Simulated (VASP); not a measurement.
# Ti7Mo (R-3m) in VASP: band structure with PBEsol

Aim: the band structure of Ti7Mo with PBEsol.

All numbers are computed with VASP 6.6.1; they aren't measurements. Logs are shortened: lines on timing, memory, paths and dates and some standing lists are left out, and cuts for length are marked.

## 1. Starting point

Symmetry: R-3m, No. 166, trigonal system. Conventional cell: a = 8.963 Å, b = 8.963 Å, c = 11.266 Å, α = 90.00°, β = 90.00°, γ = 120.00°. Mo (site symmetry 3m) has 7 Ti at 2.62 to 2.81 Å and 1 Mo at 2.83 Å as nearest neighbours. Ti (site symmetry m) has 1 Mo at 2.62 Å and 7 Ti at 2.65 to 2.89 Å as nearest neighbours. Around Ti (site symmetry m) lie 1 Mo at 2.64 Å and 9 Ti at 2.77 to 3.02 Å. Around Ti (site symmetry 3m) lie 13 Ti at 2.81 to 3.22 Å and 1 Mo at 2.81 Å.

The cell was built by a generator and needn't be a form met in nature.

## 2. Band structure, PBEsol

File INCAR:

```
SYSTEM = Ti7Mo
  PREC = Accurate
  ENCUT = 520
  EDIFF = 1E-6
  ISMEAR = 1
  SIGMA = 0.1
  LREAL = .FALSE.
  LASPH = .TRUE.
  NELM = 80
  ALGO = Normal
  ISIF = 2
  LWAVE = .FALSE.
  LCHARG = .FALSE.
  LMAXMIX = 4
  GGA = PS
  NBANDS = 112
  ICORELEVEL = 1
  KPAR = 4
```

File KPOINTS:

```
regular mesh
0
G
  6 6 6
  0 0 0
```

File POSCAR:

```
Ti7Mo                                   
1.0
    6.3934201065      0.0554905685      0.0554905685
    0.0554905685      6.3934201065      0.0554905685
    0.0554905685      0.0554905685      6.3934201065
  Mo              Ti            
     2    14
Direct
     0.9996085736412611    0.9996085736412611    0.9996085736412611
     0.2503914263587390    0.2503914263587390    0.2503914263587390
     0.4935323891142893    0.0148933282949388    0.0148933282949388
     0.0148933282949388    0.4935323891142893    0.0148933282949388
     0.0148933282949388    0.0148933282949388    0.4935323891142893
     0.4866864101487466    0.4866864101487466    0.0043630708860669
     0.4866864101487466    0.0043630708860669    0.4866864101487466
     0.7564676108857036    0.2351066717050612    0.2351066717050612
     0.0043630708860669    0.4866864101487466    0.4866864101487466
     0.2351066717050612    0.7564676108857036    0.2351066717050612
     0.2351066717050612    0.2351066717050612    0.7564676108857036
     0.5002580629374368    0.5002580629374368    0.5002580629374368
     0.7633135898512534    0.7633135898512534    0.2456369291139331
     0.7633135898512534    0.2456369291139331    0.7633135898512534
     0.2456369291139331    0.7633135898512534    0.7633135898512534
     0.7497419370625632    0.7497419370625632    0.7497419370625632
```

File KPOINTS_OPT:

```
explicit points
4
Reciprocal
 0.0000000000  0.0000000000  0.0000000000 1
 0.5000000000  0.5000000000  0.0000000000 1
 0.5000000000  0.5000000000  0.5000000000 1
 0.0000000000  0.5000000000  0.0000000000 1
```

Potentials or basis: VASP PAW PBE potentials, release 64 (Mo_sv, Ti_sv).

On the command line:

```
$ cat potpaw_PBE.64/Mo_sv/POTCAR potpaw_PBE.64/Ti_sv/POTCAR > POTCAR
$ mpirun -np 4 vasp_std > vasp.out
```

OUTCAR:

```text
SYSTEM = Ti7Mo
   PREC = Accurate
   ENCUT = 520
   EDIFF = 1E-6
   ISMEAR = 1
   LREAL = .FALSE.
   LASPH = .TRUE.
   NELM = 80
   ISIF = 2
   GGA = PS

 ion  position               nearest neighbor table
   1  1.000  1.000  1.000-   8 2.62  10 2.62  11 2.62  14 2.64  15 2.64  13 2.64  16 2.81   2 2.83
                             5 3.16   3 3.16   4 3.16
   2  0.250  0.250  0.250-   3 2.62   4 2.62   5 2.62   7 2.64   9 2.64   6 2.64  12 2.81   1 2.83
                            11 3.16   8 3.16  10 3.16
   3  0.494  0.015  0.015-   2 2.62   8 2.65  10 2.72  11 2.72  13 2.77  14 2.77  15 2.82  16 2.89
                             1 3.16
   4  0.015  0.494  0.015-   2 2.62  10 2.65   8 2.72  11 2.72  13 2.77  15 2.77  14 2.82  16 2.89
                             1 3.16
   5  0.015  0.015  0.494-   2 2.62  11 2.65  10 2.72   8 2.72  14 2.77  15 2.77  13 2.82  16 2.89
                             1 3.16
   6  0.487  0.487  0.004-   2 2.64   8 2.77  10 2.77  14 2.79  15 2.79  11 2.82  16 2.87
   7  0.487  0.004  0.487-   2 2.64   8 2.77  11 2.77  15 2.79  13 2.79  10 2.82  16 2.87
   8  0.756  0.235  0.235-   1 2.62   3 2.65   4 2.72   5 2.72   6 2.77   7 2.77   9 2.82  12 2.89
                             2 3.16
   9  0.004  0.487  0.487-   2 2.64  10 2.77  11 2.77  14 2.79  13 2.79   8 2.82  16 2.87
  10  0.235  0.756  0.235-   1 2.62   4 2.65   3 2.72   5 2.72   6 2.77   9 2.77   7 2.82  12 2.89
                             2 3.16
  11  0.235  0.235  0.756-   1 2.62   5 2.65   4 2.72   3 2.72   7 2.77   9 2.77   6 2.82  12 2.89
                             2 3.16
  12  0.500  0.500  0.500-  16 2.81   2 2.81  14 2.87  15 2.87  13 2.87   8 2.89  10 2.89  11 2.89

  13  0.763  0.763  0.246-   1 2.64   3 2.77   4 2.77   7 2.79   9 2.79   5 2.82  12 2.87
  14  0.763  0.246  0.763-   1 2.64   3 2.77   5 2.77   9 2.79   6 2.79   4 2.82  12 2.87
  15  0.246  0.763  0.763-   1 2.64   4 2.77   5 2.77   7 2.79   6 2.79   3 2.82  12 2.87
  16  0.750  0.750  0.750-  12 2.81   1 2.81   7 2.87   9 2.87   6 2.87   3 2.89   4 2.89   5 2.89

  LATTYP: Found a trigonal (rhomboedric) cell.
 ALAT       =     6.3939017090
 COS(alpha) =     0.0174313537

  Lattice vectors:

 A1 = (   6.3934201065,   0.0554905685,   0.0554905685)
 A2 = (   0.0554905685,   6.3934201065,   0.0554905685)
 A3 = (   0.0554905685,   0.0554905685,   6.3934201065)

Analysis of symmetry for initial positions (statically):
=====================================================================
 Subroutine PRICEL returns:
 Original cell was already a primitive cell.

 Routine SETGRP: Setting up the symmetry group for a
 trigonal (rhombohedral) supercell.

 Subroutine GETGRP returns: Found 12 space group operations
 (whereof  6 operations were pure point group operations)
 out of a pool of 12 trial point group operations.

The static configuration has the point symmetry C_3v.
 The point group associated with its full space group is D_3d.

Analysis of symmetry for dynamics (positions and initial velocities):
=====================================================================
 Subroutine PRICEL returns:
 Original cell was already a primitive cell.

 Routine SETGRP: Setting up the symmetry group for a
 trigonal (rhombohedral) supercell.

 Subroutine GETGRP returns: Found 12 space group operations
 (whereof  6 operations were pure point group operations)
 out of a pool of 12 trial point group operations.

The dynamic configuration has the point symmetry C_3v.
 The point group associated with its full space group is D_3d.

 Subroutine INISYM returns: Found 12 space group operations
 (whereof  6 operations are pure point group operations),
 and found     1 'primitive' translations

----------------------------------------------------------------------------------------

                                     Primitive cell

  volume of cell :     261.2776

  direct lattice vectors                    reciprocal lattice vectors
     6.393420106  0.055490568  0.055490568     0.156434173 -0.001346060 -0.001346060
     0.055490568  6.393420106  0.055490568    -0.001346060  0.156434173 -0.001346060
     0.055490568  0.055490568  6.393420106    -0.001346060 -0.001346060  0.156434173

  length of vectors
     6.393901709  6.393901709  6.393901709     0.156445755  0.156445755  0.156445755

  position of ions in fractional coordinates (direct lattice)
     0.999608574  0.999608574  0.999608574
     0.250391426  0.250391426  0.250391426
     0.493532389  0.014893328  0.014893328
     0.014893328  0.493532389  0.014893328
     0.014893328  0.014893328  0.493532389
     0.486686410  0.486686410  0.004363071
[... 8 lines left out ...]
     0.245636929  0.763313590  0.763313590
     0.749741937  0.749741937  0.749741937

  ion indices of the primitive-cell ions
   primitive index   ion index
                 1           1
                 2           2
                 3           3
                 4           4
                 5           5
                 6           6
[... 8 lines left out ...]
                15          15
                16          16

----------------------------------------------------------------------------------------

 KPOINTS: regular mesh

Automatic generation of k-mesh.
 Grid dimensions read from file:
 generate k-points for:    6    6    6

 Generating k-lattice:

  Cartesian coordinates                     Fractional coordinates (reciprocal lattice)
     0.026072362 -0.000224343 -0.000224343     0.166666667 -0.000000000 -0.000000000
    -0.000224343  0.026072362 -0.000224343    -0.000000000  0.166666667 -0.000000000
    -0.000224343 -0.000224343  0.026072362    -0.000000000 -0.000000000  0.166666667

  Length of vectors
     0.026074292  0.026074292  0.026074292

  Shift w.r.t. Gamma in fractional coordinates (k-lattice)
     0.000000000  0.000000000  0.000000000

 Subroutine IBZKPT returns following result:
 ===========================================

 Found     32 irreducible k-points:

 Following reciprocal coordinates:
            Coordinates               Weight
  0.000000  0.000000  0.000000      1.000000
  0.166667  0.000000  0.000000      6.000000
  0.333333  0.000000  0.000000      6.000000
  0.500000 -0.000000 -0.000000      3.000000
  0.166667  0.166667  0.000000      6.000000
  0.333333  0.166667  0.000000     12.000000
[... 16 lines left out ...]
  0.500000  0.500000  0.166667      6.000000
 -0.333333  0.500000  0.166667     12.000000
 [... further k-points ...]
   k-points           NKPTS =     32   k-points in BZ     NKDIM =     32   number of bands    NBANDS=    112
   number of dos      NEDOS =    301   number of ions     NIONS =     16
   total plane-waves  NPLWV = 110592
   dimension x,y,z NGX =    48 NGY =   48 NGZ =   48
   dimension x,y,z NGXF=    96 NGYF=   96 NGZF=   96
   ions per type =               2  14
   NGX,Y,Z   is equivalent  to a cutoff of  12.48, 12.48, 12.48 a.u.
   NGXF,Y,Z  is equivalent  to a cutoff of  24.96, 24.96, 24.96 a.u.
 SYSTEM =  Ti7Mo
   PREC   = accura    normal or accurate (medium, high low for compatibility)
   ISTART =      0    job   : 0-new  1-cont  2-samecut
   ICHARG =      2    charge: 1-file 2-atom 10-const
   ISPIN  =      1    spin polarized calculation?
   LNONCOLLINEAR =      F non collinear calculations
   LSORBIT =      F    spin-orbit coupling
   LASPH  =      T    aspherical Exc in radial PAW
   ENCUT  =  520.0 eV  38.22 Ry    6.18 a.u.  11.89 11.89 11.89*2*pi/ulx,y,z
   NELM   =     80;   NELMIN=  2; NELMDL= -5     # of ELM steps
   EDIFF  = 0.1E-05   stopping-criterion for ELM
   LREAL  =      F    real-space projection
   EDIFFG = 0.1E-04   stopping-criterion for IOM
   NSW    =      0    number of steps for IOM
   IBRION =     -1    ionic relax: 0-MD 1-quasi-New 2-CG
   NFREE  =      0    steps in history (QN), initial steepest desc. (CG)
   ISIF   =      2    stress and relaxation
   ISYM   =      2    0-nonsym 1-usesym 2-fastsym
   POTIM  = 0.5000    time-step for ionic-motion
   TEBEG  =    0.0;   TEEND  =   0.0 temperature during run
   PSTRESS=    0.0 pullay stress
   NELECT =     196.0000    total number of electrons
   NUPDOWN=      -1.0000    fix difference up-down
   EMIN   =  10.00;   EMAX   =-10.00  energy-range for DOS
   EFERMI =   0.00;   METHOD = LEGACY
   ISMEAR =     1;   SIGMA  =   0.10  broadening in eV -4-tet -1-fermi 0-gaus
   EFERMI_NEDOS =   21; number of points for ismear=-14 and -15
   IALGO  =     38    algorithm
   IMIX   =      4    mixing-type and parameters
     AMIX     =   0.40;   BMIX     =  1.00
     AMIX_MAG =   1.60;   BMIX_MAG =  1.00
  volume/ion in A,a.u.               =      16.33       110.20
  Fermi-wavevector in a.u.,A,eV,Ry     =   1.487509  2.810984 30.105363  2.212682
  Thomas-Fermi vector in A             =   2.600660
   LORBIT       =      0    0 simple, 1 ext, 2 COOP (PROOUT), +10 PAW based schemes
   GGA     = PS    functional components
   LHFCALC =     F    Hartree Fock is set to
   AEXX    =    0.0000 exact exchange contribution
   IVDW    =     0    specifies the selected vdW correction
   LEPSILON=     F    determine dielectric tensor
   LRPA    =     F    only Hartree local field effects (RPA)
 non-spin polarized calculation
 Methfessel and Paxton  Order N= 1 SIGMA  =   0.10
  energy-cutoff  :      520.00
  volume of cell :      261.28
 maximum number of plane-waves:      7063
   NGX = 23   NGY = 23   NGZ = 23

 number of electron     196.0000049 magnetization

 Free energy of the ion-electron system (eV)
  ---------------------------------------------------
  ext. energy  EPLUGINS =         0.00000000
  ---------------------------------------------------
  free energy    TOTEN  =      -140.05079747 eV

  energy without entropy =     -140.05078673  energy(sigma->0) =     -140.05079389

 the core state eigenenergies are
   1-  1s -19806.0475  2s  -2786.1209  2p  -2489.1308  3s   -463.3343  3p   -366.0413
       3d   -207.8573
   2-  1s -19806.0475  2s  -2786.1209  2p  -2489.1308  3s   -463.3343  3p   -366.0413
       3d   -207.8573
   3-  1s  -4853.4206  2s   -521.8642  2p   -429.1712
   4-  1s  -4853.4206  2s   -521.8642  2p   -429.1712
   5-  1s  -4853.4206  2s   -521.8642  2p   -429.1712
   6-  1s  -4853.5564  2s   -522.0307  2p   -429.3348
   7-  1s  -4853.5564  2s   -522.0307  2p   -429.3348
   8-  1s  -4853.4206  2s   -521.8642  2p   -429.1712
   9-  1s  -4853.5564  2s   -522.0307  2p   -429.3348
  10-  1s  -4853.4206  2s   -521.8642  2p   -429.1712
  11-  1s  -4853.4206  2s   -521.8642  2p   -429.1712
  12-  1s  -4853.8055  2s   -522.2831  2p   -429.5870
  13-  1s  -4853.5564  2s   -522.0307  2p   -429.3348
  14-  1s  -4853.5564  2s   -522.0307  2p   -429.3348
  15-  1s  -4853.5564  2s   -522.0307  2p   -429.3348
  16-  1s  -4853.8055  2s   -522.2831  2p   -429.5870

 E-fermi :   8.9300     XC(G=0): -12.0833

 val. band max:        8.9294769875   @ k =  -0.3333   0.3333   0.0000
 cond. band min:       8.9321598811   @ k =   0.3333   0.1667   0.0000
 fundamental gap:      0.0026828935
 Fermi energy:         8.9300084225

 k-point     1 :       0.0000    0.0000    0.0000
  band No.  band energies     occupation
      1     -50.9608      2.00000
      2     -50.9210      2.00000
      3     -47.4110      2.00000
      4     -47.3723      2.00000
      5     -47.2672      2.00000
      6     -47.2072      2.00000
[... 102 lines left out ...]
    109      10.0440     -0.00000
    110      10.1992     -0.00000
[... 2597 lines left out ...]
    109       9.5874     -0.00000
    110       9.6552     -0.00000

 [... further k-points ...]

 [bands above 110 left out]

------------------------ aborting loop because EDIFF is reached ----------------------------------------

  FORCE on cell =-STRESS in cart. coord.  units (eV):
  Direction    XX          YY          ZZ          XY          YZ          ZX
  --------------------------------------------------------------------------------------
  -------------------------------------------------------------------------------------
  Total       -0.0065716     -0.0065716     -0.0065716      0.0076076      0.0076076      0.0076076
  in kB       -0.0402978     -0.0402978     -0.0402978      0.0466502      0.0466502      0.0466502
  external PRESSURE =      -0.0402978 kB  Pullay stress =       0.0000000 kB

 VOLUME and BASIS-vectors are now :
 -----------------------------------------------------------------------------
  energy-cutoff  :      520.00
  volume of cell :      261.28
      direct lattice vectors                 reciprocal lattice vectors
     6.393420106  0.055490568  0.055490568     0.156434173 -0.001346060 -0.001346060
     0.055490568  6.393420106  0.055490568    -0.001346060  0.156434173 -0.001346060
     0.055490568  0.055490568  6.393420106    -0.001346060 -0.001346060  0.156434173

 POSITION                                       TOTAL-FORCE (eV/Angst)
 -----------------------------------------------------------------------------------
      6.50186      6.50186      6.50186         0.000655      0.000655      0.000655
      1.62865      1.62865      1.62865        -0.000655     -0.000655     -0.000655
      3.15701      0.12343      0.12343        -0.003452      0.001538      0.001538
      0.12343      3.15701      0.12343         0.001538     -0.003452      0.001538
      0.12343      0.12343      3.15701         0.001538      0.001538     -0.003452
      3.13884      3.13884      0.08191        -0.001554     -0.001554     -0.001975
[... 8 lines left out ...]
      1.65517      4.93617      4.93617         0.001975      0.001554      0.001554
      4.87662      4.87662      4.87662        -0.000963     -0.000963     -0.000963
 -----------------------------------------------------------------------------------
    total drift:                                0.000000      0.000000      0.000000

  FREE ENERGIE OF THE ION-ELECTRON SYSTEM (eV)
  ---------------------------------------------------
  free  energy   TOTEN  =      -140.0507974736 eV

  energy  without entropy=     -140.0507867342  energy(sigma->0) =     -140.05079389
```

Run time: 3.7 min. Hardware: 4 MPI ranks of Intel Xeon 6975P-C (Granite Rapids), shared host; peak memory 1.1 GiB.

Results:

```
Free energy             : -140.0508 eV
Pressure                : 0.0 GPa
Largest force           : 0.004 eV/Å
Band gap along the path : none (metal or under the smearing width)
```

Forces in eV/Å, atoms in the order of the input:
```
Mo   0.001  0.001  0.001
Mo  -0.001 -0.001 -0.001
Ti  -0.003  0.002  0.002
Ti   0.002 -0.003  0.002
Ti   0.002  0.002 -0.003
Ti  -0.002 -0.002 -0.002
Ti  -0.002 -0.002 -0.002
Ti   0.003 -0.002 -0.002
Ti  -0.002 -0.002 -0.002
Ti  -0.002  0.003 -0.002
Ti  -0.002 -0.002  0.003
Ti   0.001  0.001  0.001
Ti   0.002  0.002  0.002
Ti   0.002  0.002  0.002
Ti   0.002  0.002  0.002
Ti  -0.001 -0.001 -0.001
```

Core levels (eV, on the scale of the bands):
| atom | levels |
| --- | --- |
| 1 Mo | 1s -19806.0, 2s -2786.1, 2p -2489.1, 3s -463.3, 3p -366.0, 3d -207.9 |
| 2 Mo | 1s -19806.0, 2s -2786.1, 2p -2489.1, 3s -463.3, 3p -366.0, 3d -207.9 |
| 3 Ti | 1s -4853.4, 2s -521.9, 2p -429.2 |
| 4 Ti | 1s -4853.4, 2s -521.9, 2p -429.2 |
| 5 Ti | 1s -4853.4, 2s -521.9, 2p -429.2 |
| 6 Ti | 1s -4853.6, 2s -522.0, 2p -429.3 |

Caveat: the PAW data sets were made with another functional, which shifts forces and pressure a little.
